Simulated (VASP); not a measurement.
## Ru (relaxed from the diamond structure, space group Fd-3m): computed properties

Method: r2SCAN meta-GGA, VASP's PBE PAW potentials (set 64) (plane waves; VASP 6.6.1).

- space group: Fd-3m (227)
- cell: a = b = c = 5.416 Å, α = β = γ = 90.00°
- volume per atom: 19.86 Å³/atom
- band gap (over mesh and band path): none (metal, semimetal or under 0.01 eV)
- density: 8.45 g/cm³

Ru is taken in the cubic space group Fd-3m, origin choice 1 (No. 227), the diamond structure, Pearson symbol cF8. Lattice parameters: a = 5.416 Å, b = 5.416 Å, c = 5.416 Å, α = 90.00°, β = 90.00°, γ = 90.00°. Ru on 8a is surrounded by 4 Ru at 2.345 Å (tetrahedral). (Neighbours: up to the widest gap in distance over summed covalent radii, below 1.35, at either atom.)
(The calculation used a cell of 2 atoms; values per cell refer to that cell.)

The structure was generated: Ru was put into the diamond type (Fd-3m), which need not be its known phase. It was relaxed first, which changed the volume by +5 %. Symmetry was kept, so distortions that lower it aren't found.
